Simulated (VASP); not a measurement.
Computed with PBE GGA, VASP's PBE PAW potentials (set 64) (plane waves; VASP).

The input files of a VASP run:

**INCAR**
```
! general
SYSTEM  = Zn32NSe31
PREC    = Normal
ENCUT   = 400
LREAL   = Auto
LASPH   = .TRUE.
ISYM    = 0

! electronic loop
EDIFF   = 1E-5
NELM    = 100
NELMIN  = 4
ALGO    = Fast
LMAXMIX = 4

! smearing
ISMEAR  = 0
SIGMA   = 0.05

! functional
GGA     = PE

! spin
ISPIN   = 2
MAGMOM  = 64*0.0156
NUPDOWN = 1

! ions
IBRION  = 2
NSW     = 120
ISIF    = 2
EDIFFG  = -0.03

! output
LWAVE   = .FALSE.
LCHARG  = .FALSE.
LORBIT  = 10
```

POSCAR:
```
Zn32NSe31
1
   11.4825331920     0.0000000000     0.0000000000
    0.0000000000    11.4825331920     0.0000000000
   -0.0000000000    -0.0000000000    11.4825331920
Zn Se N
32 31 1
Direct
  0.5007415839   0.0019664610   0.0018339825
  0.7495808116   0.2492779498   0.0017969625
  0.7500437524   0.0021546460   0.2494293253
  0.9999558256   0.0002912747   0.0000409321
  0.2518651560   0.2508471896   0.0018274174
  0.4990996553   0.4995352773   0.0014597991
  0.7493029738   0.7478619153   0.0019426642
  0.2516024183   0.0016250573   0.2505198400
  0.5249295552   0.2739603975   0.2763655158
  0.7257565869   0.4773369022   0.2741434648
  0.4995613945   0.0019952765   0.5001904436
  0.7254077589   0.2749856084   0.4745061155
  0.7491920238   0.0016082365   0.7481925164
  0.9975106501   0.4990769942   0.0022698083
  0.2501899978   0.7499728583   0.0000304325
  0.9983036274   0.2495261254   0.2501147048
  0.2516724318   0.4999195731   0.2492603844
  0.4993700799   0.7489409283   0.2499545632
  0.9981676540   0.0017465440   0.4992861210
  0.2520529470   0.2497514554   0.5001291789
  0.5249169717   0.4762315848   0.4750627781
  0.7497019743   0.7483653523   0.5004855014
  0.2502020482   0.0003283871   0.7498483293
  0.4998206314   0.2498206588   0.7478193022
  0.7502281546   0.4996676652   0.7474071520
  0.9978626879   0.7479457351   0.2504989355
  0.9979342791   0.4992855846   0.5007123351
  0.2515737448   0.7483024440   0.4993610941
  0.9976286796   0.2509605364   0.7475749099
  0.2521837497   0.4988510324   0.7476330233
  0.5007474341   0.7479890715   0.7478325682
  0.9999341999   0.7499313744   0.7498089880
  0.6223665342   0.1298960120   0.1303806177
  0.8694814148   0.3760651824   0.1303112053
  0.8698821118   0.1294620264   0.3768013064
  0.1250491415   0.1249826108   0.1250867431
  0.3798098388   0.3725332445   0.1301584717
  0.6256061047   0.6203459631   0.1295908450
  0.8747753456   0.8749347453   0.1250160008
  0.3793232030   0.1292005190   0.3730723101
  0.8703214809   0.6203629381   0.3743065824
  0.6264924311   0.1288702606   0.6206166462
  0.8688076528   0.3719826626   0.6189564920
  0.8747955278   0.1250150512   0.8748536670
  0.1246316752   0.6249053759   0.1249217231
  0.3748400752   0.8753400062   0.1248775843
  0.1249182904   0.3748208350   0.3751413420
  0.3790936578   0.6205380024   0.3763056948
  0.6249406657   0.8752461192   0.3750501744
  0.1247392048   0.1250542901   0.6249093939
  0.3796978591   0.3767630156   0.6199567431
  0.6229561526   0.6197732804   0.6198566392
  0.8748217929   0.8749256785   0.6249408912
  0.3749785971   0.1250486525   0.8751680267
  0.6249569108   0.3748462701   0.8748251547
  0.8746564738   0.6245487456   0.8746879462
  0.1246336902   0.8749260556   0.3749142913
  0.1246708813   0.6245804472   0.6249287872
  0.3748496303   0.8748665183   0.6249755543
  0.1245011290   0.3749886900   0.8748187196
  0.3748660648   0.6248802560   0.8747508614
  0.6249158393   0.8747016789   0.8751456020
  0.1249198842   0.8749935651   0.8749806559
  0.6252342991   0.3763572039   0.3743892377
```

File KPOINTS:
```
K-points
0
gamma
  1 1 1
```

POTCAR, in this order: Zn Se N (PBE.64 set). Program: vasp_gam.

What VASP printed:

File OSZICAR:
```
       N       E                     dE             d eps       ncg     rms          rms(c)
DAV:   1     0.686305470042E+04    0.68631E+04   -0.22040E+05  1392   0.181E+03
DAV:   2     0.130603519625E+04   -0.55570E+04   -0.53908E+04  1392   0.497E+02
DAV:   3    -0.437979058528E+02   -0.13498E+04   -0.12482E+04  1520   0.200E+02
DAV:   4    -0.200288490453E+03   -0.15649E+03   -0.15400E+03  1592   0.682E+01
DAV:   5    -0.204683018229E+03   -0.43945E+01   -0.43705E+01  1536   0.108E+01    0.275E+01
RMM:   6    -0.193494565216E+03    0.11188E+02   -0.35920E+01  1392   0.117E+01    0.210E+01
RMM:   7    -0.192608284115E+03    0.88628E+00   -0.73348E+00  1392   0.528E+00    0.958E+00
RMM:   8    -0.192688992152E+03   -0.80708E-01   -0.28871E+00  1392   0.216E+00    0.299E+00
RMM:   9    -0.192659778118E+03    0.29214E-01   -0.45384E-01  1406   0.148E+00    0.139E+00
RMM:  10    -0.192648212374E+03    0.11566E-01   -0.85402E-02  1396   0.613E-01    0.452E-01
RMM:  11    -0.192649556710E+03   -0.13443E-02   -0.19390E-02  1417   0.230E-01    0.294E-01
RMM:  12    -0.192650580683E+03   -0.10240E-02   -0.47269E-03  1439   0.110E-01    0.139E-01
RMM:  13    -0.192650797615E+03   -0.21693E-03   -0.10693E-03  1400   0.766E-02    0.772E-02
RMM:  14    -0.192650832094E+03   -0.34480E-04   -0.29697E-04  1401   0.337E-02    0.308E-02
RMM:  15    -0.192650838190E+03   -0.60958E-05   -0.48661E-05   993   0.129E-02
   1 F= -.19265084E+03 E0= -.19263161E+03  d E =-.192651E+03  mag=     1.0000
       N       E                     dE             d eps       ncg     rms          rms(c)
DAV:   1    -0.192654527075E+03   -0.36950E-02   -0.79270E-01  1480   0.159E+00    0.172E-01
RMM:   2    -0.192655441912E+03   -0.91484E-03   -0.10344E-02  1392   0.172E-01    0.633E-02
RMM:   3    -0.192655543927E+03   -0.10201E-03   -0.13332E-03  1400   0.659E-02    0.444E-02
RMM:   4    -0.192655548502E+03   -0.45751E-05   -0.21875E-04  1435   0.286E-02    0.336E-02
RMM:   5    -0.192655544220E+03    0.42824E-05   -0.52761E-05  1100   0.148E-02
   2 F= -.19265554E+03 E0= -.19263629E+03  d E =-.470603E-02  mag=     1.0000
       N       E                     dE             d eps       ncg     rms          rms(c)
DAV:   1    -0.192654262033E+03    0.12865E-02   -0.55635E+00  1464   0.420E+00    0.462E-01
RMM:   2    -0.192660391246E+03   -0.61292E-02   -0.69630E-02  1392   0.455E-01    0.171E-01
RMM:   3    -0.192661060358E+03   -0.66911E-03   -0.87364E-03  1398   0.172E-01    0.118E-01
RMM:   4    -0.192661079695E+03   -0.19337E-04   -0.13043E-03  1419   0.744E-02    0.887E-02
RMM:   5    -0.192661055437E+03    0.24258E-04   -0.34116E-04  1392   0.380E-02    0.272E-02
RMM:   6    -0.192661063147E+03   -0.77103E-05   -0.71912E-05  1134   0.148E-02
   3 F= -.19266106E+03 E0= -.19264178E+03  d E =-.102250E-01  mag=     1.0000
       N       E                     dE             d eps       ncg     rms          rms(c)
DAV:   1    -0.192661997676E+03   -0.94224E-03   -0.15428E+00  1472   0.215E+00    0.226E-01
RMM:   2    -0.192663739191E+03   -0.17415E-02   -0.18798E-02  1392   0.239E-01    0.122E-01
RMM:   3    -0.192663912321E+03   -0.17313E-03   -0.23112E-03  1398   0.868E-02    0.736E-02
RMM:   4    -0.192663914509E+03   -0.21885E-05   -0.33274E-04  1414   0.381E-02    0.554E-02
RMM:   5    -0.192663908188E+03    0.63210E-05   -0.90815E-05  1184   0.195E-02
   4 F= -.19266391E+03 E0= -.19264463E+03  d E =-.284504E-02  mag=     1.0000
       N       E                     dE             d eps       ncg     rms          rms(c)
DAV:   1    -0.192663814289E+03    0.10022E-03   -0.32751E-01  1480   0.990E-01    0.109E-01
RMM:   2    -0.192664178367E+03   -0.36408E-03   -0.39978E-03  1392   0.109E-01    0.616E-02
RMM:   3    -0.192664218326E+03   -0.39959E-04   -0.50750E-04  1398   0.401E-02    0.349E-02
RMM:   4    -0.192664219972E+03   -0.16465E-05   -0.73554E-05  1127   0.170E-02
   5 F= -.19266422E+03 E0= -.19264495E+03  d E =-.315683E-02  mag=     1.0000
       N       E                     dE             d eps       ncg     rms          rms(c)
DAV:   1    -0.192664477291E+03   -0.25896E-03   -0.43157E-01  1440   0.115E+00    0.109E-01
RMM:   2    -0.192664890966E+03   -0.41367E-03   -0.45083E-03  1392   0.119E-01    0.506E-02
RMM:   3    -0.192664932488E+03   -0.41522E-04   -0.55897E-04  1398   0.436E-02    0.328E-02
RMM:   4    -0.192664932989E+03   -0.50126E-06   -0.83885E-05  1197   0.193E-02
   6 F= -.19266493E+03 E0= -.19264565E+03  d E =-.713016E-03  mag=     1.0000
       N       E                     dE             d eps       ncg     rms          rms(c)
DAV:   1    -0.192664967864E+03   -0.35377E-04   -0.19754E-02  1464   0.247E-01    0.255E-02
RMM:   2    -0.192664985981E+03   -0.18116E-04   -0.20379E-04  1390   0.276E-02    0.154E-02
RMM:   3    -0.192664988019E+03   -0.20388E-05   -0.27720E-05   910   0.960E-03    0.986E-03
RMM:   4    -0.192664988138E+03   -0.11817E-06   -0.55991E-06   798   0.602E-03
   7 F= -.19266499E+03 E0= -.19264571E+03  d E =-.768165E-03  mag=     1.0000
```

### OUTCAR
```
------------------------ aborting loop because EDIFF is reached ----------------------------------------
  FORCE on cell =-STRESS in cart. coord.  units (eV):
  Direction    XX          YY          ZZ          XY          YZ          ZX
  --------------------------------------------------------------------------------------
  Total      -11.0427697    -11.0729314    -11.0637650      0.0186909     -0.0314106     -0.0354691
  in kB      -11.6862580    -11.7181772    -11.7084768      0.0197801     -0.0332410     -0.0375360
  external PRESSURE =     -11.7043040 kB  Pullay stress =       0.0000000 kB
  volume of cell :     1513.96
      direct lattice vectors                 reciprocal lattice vectors
    11.482533192  0.000000000  0.000000000     0.087088797  0.000000000  0.000000000
     0.000000000 11.482533192  0.000000000     0.000000000  0.087088797  0.000000000
     0.000000000  0.000000000 11.482533192     0.000000000  0.000000000  0.087088797
  FREE ENERGIE OF THE ION-ELECTRON SYSTEM (eV)
  ---------------------------------------------------
  free  energy   TOTEN  =      -192.6649881376 eV

  energy  without entropy=     -192.6264265908  energy(sigma->0) =     -192.64570736

 total charge

# of ion       s       p       d       tot
------------------------------------------
    1        0.514   0.407   9.781  10.701
    2        0.517   0.418   9.781  10.717
    3        0.517   0.418   9.781  10.717
    4        0.516   0.416   9.781  10.714
    5        0.514   0.407   9.781  10.701
    6        0.518   0.419   9.781  10.717
    7        0.514   0.407   9.781  10.701
    8        0.514   0.406   9.781  10.701
    9        0.512   0.392   9.791  10.694
   10        0.511   0.393   9.791  10.695
   11        0.517   0.418   9.781  10.716
   12        0.511   0.391   9.791  10.693
   13        0.514   0.406   9.781  10.701
   14        0.514   0.407   9.781  10.701
   15        0.516   0.416   9.781  10.714
   16        0.517   0.418   9.781  10.717
   17        0.517   0.418   9.781  10.717
   18        0.518   0.419   9.781  10.717
   19        0.514   0.407   9.781  10.701
   20        0.517   0.418   9.781  10.716
   21        0.511   0.393   9.791  10.695
   22        0.518   0.419   9.781  10.717
   23        0.516   0.417   9.781  10.714
   24        0.517   0.418   9.781  10.716
   25        0.517   0.418   9.781  10.716
   26        0.514   0.407   9.781  10.701
   27        0.517   0.418   9.781  10.717
   28        0.514   0.407   9.781  10.701
   29        0.514   0.407   9.781  10.701
   30        0.514   0.406   9.781  10.701
   31        0.514   0.407   9.781  10.701
   32        0.516   0.417   9.781  10.714
   33        1.435   2.402   0.024   3.862
   34        1.435   2.403   0.024   3.862
   35        1.435   2.402   0.024   3.862
   36        1.433   2.413   0.026   3.872
   37        1.435   2.403   0.024   3.862
   38        1.435   2.403   0.024   3.863
   39        1.433   2.413   0.026   3.872
   40        1.435   2.402   0.024   3.862
   41        1.435   2.403   0.024   3.862
   42        1.435   2.402   0.024   3.862
   43        1.435   2.402   0.024   3.862
   44        1.433   2.413   0.026   3.872
   45        1.433   2.413   0.026   3.872
   46        1.433   2.413   0.026   3.872
   47        1.433   2.411   0.025   3.869
   48        1.435   2.403   0.024   3.862
   49        1.433   2.411   0.025   3.870
   50        1.433   2.413   0.026   3.872
   51        1.435   2.402   0.024   3.862
   52        1.435   2.402   0.024   3.862
   53        1.433   2.413   0.026   3.872
   54        1.433   2.413   0.026   3.872
   55        1.433   2.411   0.025   3.870
   56        1.433   2.413   0.026   3.872
   57        1.434   2.403   0.024   3.861
   58        1.433   2.413   0.026   3.872
   59        1.433   2.413   0.026   3.872
   60        1.434   2.403   0.024   3.861
   61        1.433   2.413   0.026   3.872
   62        1.434   2.403   0.024   3.861
   63        1.433   2.415   0.026   3.874
   64        1.233   2.351   0.000   3.584
--------------------------------------------------
tot         62.173  90.129 313.797 466.099

 magnetization (x)

# of ion       s       p       d       tot
------------------------------------------
    1       -0.001   0.000   0.003   0.002
    2       -0.001   0.000   0.004   0.003
    3       -0.001   0.000   0.004   0.003
    4       -0.001   0.000   0.003   0.003
    5       -0.001   0.000   0.003   0.002
    6       -0.001   0.000   0.004   0.003
    7       -0.001   0.000   0.003   0.002
    8       -0.001   0.000   0.003   0.002
    9       -0.001   0.000   0.004   0.003
   10       -0.001   0.000   0.004   0.003
   11       -0.001   0.000   0.004   0.003
   12       -0.001   0.000   0.004   0.003
   13       -0.001   0.000   0.003   0.002
   14       -0.001   0.000   0.003   0.002
   15       -0.001   0.000   0.003   0.003
   16       -0.001   0.000   0.004   0.003
   17       -0.001   0.000   0.004   0.003
...
```
(Selected blocks of OUTCAR.)

### CONTCAR
```
Zn32NSe31
   1.00000000000000
    11.4825331920000000    0.0000000000000000    0.0000000000000000
     0.0000000000000000   11.4825331920000000    0.0000000000000000
     0.0000000000000000    0.0000000000000000   11.4825331920000000
  Zn              Se              N
    32    31     1
Direct
     0.5011560747410891    0.0025551545994950    0.0024966864393543
     0.7496757311084246    0.2499717563224999    0.0024543308436112
     0.7497977618768973    0.0022219787258107    0.2499611311501342
     0.9995361404779060    0.0001888476616212    0.0002052405234430
     0.2522818777260425    0.2513564405399243    0.0024134738312867
     0.4997954125741746    0.4996518660686206    0.0023384083946598
     0.7484476812004689    0.7471313898256795    0.0025020929457580
     0.2522879074398435    0.0024515501842670    0.2512212460213253
     0.5246420843719946    0.2750196918351510    0.2749840271569866
     0.7248926964520545    0.4759747868574399    0.2746650956151502
     0.4999185321398886    0.0021931133533340    0.4999461577523513
     0.7247255151189149    0.2747878365758073    0.4746603452252218
     0.7483946535032568    0.0024908487742438    0.7474424023276078
     0.9968736395406395    0.4982761613803092    0.0027187589159556
     0.2500305014345933    0.7494910359367111    0.0001415374369937
     0.9974747536930754    0.2500285119907749    0.2500933534094507
     0.2521562817505646    0.4998467400927480    0.2499136504481962
     0.4998378561161590    0.7476777585860053    0.2500724994949296
     0.9972486427648770    0.0024921218893521    0.4986800154816337
     0.2523379305730209    0.2500152996781711    0.4998569818390775
     0.5245896453760238    0.4755244434502210    0.4747480347656411
     0.7497877253442954    0.7476955737907169    0.4999660643828682
     0.2501532665067944    0.0002713283941195    0.7497081781645373
     0.5000121932738829    0.2500453360776198    0.7475001721707624
     0.7497012247392842    0.4997779448055578    0.7475885437125375
     0.9971656945529559    0.7472457032376574    0.2513236095713993
     0.9974950677989034    0.4997082976914837    0.4999545743035586
     0.2522488890450977    0.7472917676175984    0.4986429877544579
     0.9970822559471429    0.2512123405072687    0.7472948528761683
     0.2524932441618949    0.4983106435245451    0.7472713540884096
     0.5011356806896965    0.7472770570275027    0.7474139004814158
     0.9996027925268063    0.7494765757693046    0.7498060498006937
     0.6228491849702994    0.1305039961899932    0.1306608384619917
     0.8690929316050944    0.3768244118367675    0.1306978074195984
     0.8692218383438620    0.1304810338081004    0.3768166647695778
     0.1249100451675664    0.1253993412106276    0.1253591468016077
     0.3804326108362255    0.3728907946925305    0.1306195369162515
     0.6264581691225124    0.6194782408249569    0.1304036097566466
     0.8744270265911642    0.8747668968982124    0.1253326078546303
     0.3804662810545771    0.1304417885674430    0.3730494562891948
     0.8692547213368277    0.6193999519219339    0.3732117652229020
     0.6269333307831543    0.1305820493488614    0.6191457737519559
     0.8691834905130852    0.3729718799959837    0.6193016450888132
     0.8743713670985828    0.1253774572191549    0.8749311489202133
     0.1246428070746706    0.6244395957728650    0.1253252166545728
     0.3752430472001788    0.8750350198412113    0.1252990117843375
     0.1248678677362348    0.3749264342229539    0.3749536570840333
     0.3802913370200761    0.6194522301128550    0.3766990578577766
     0.6249003289466764    0.8749320663261860    0.3749577767276166
     0.1247776296017583    0.1253762981837628    0.6245426609840391
     0.3806100975487687    0.3769583794948145    0.6191600306298680
     0.6229908858658916    0.6194066186338619    0.6193522802213722
     0.8745010162517572    0.8749962164333503    0.6246276760535706
     0.3753238864164459    0.1254256669315406    0.8750309247372855
     0.6248736977234058    0.3748949343802971    0.8750153917607096
     0.8744167486365455    0.6243987869740203    0.8750504504309252
     0.1247765233612221    0.8749166864277309    0.3749798017255484
     0.1248983270616667    0.6244279869240178    0.6245582513977262
     0.3752273819640205    0.8747958085580869    0.6245826707510553
     0.1247416421230333    0.3749221372057234    0.8749193302006685
     0.3752799650656867    0.6244102286761724    0.8748652459205464
     0.6248441384148296    0.8748888743962262    0.8749831804397085
     0.1248826571002308    0.8749468514065446    0.8749461779050965
     0.6249046629972802    0.3754874337116411    0.3746704482545982
```

At this cut-off the stress carries a Pulay error, which pulls relaxed volumes low. The supercell is sampled at Γ alone, which is coarse: total energies, pressure and levels can be off, energies of defects by several tenths of an eV.

The cell is a supercell with a defect, built from ZnSe (zinc blende): N_Se.
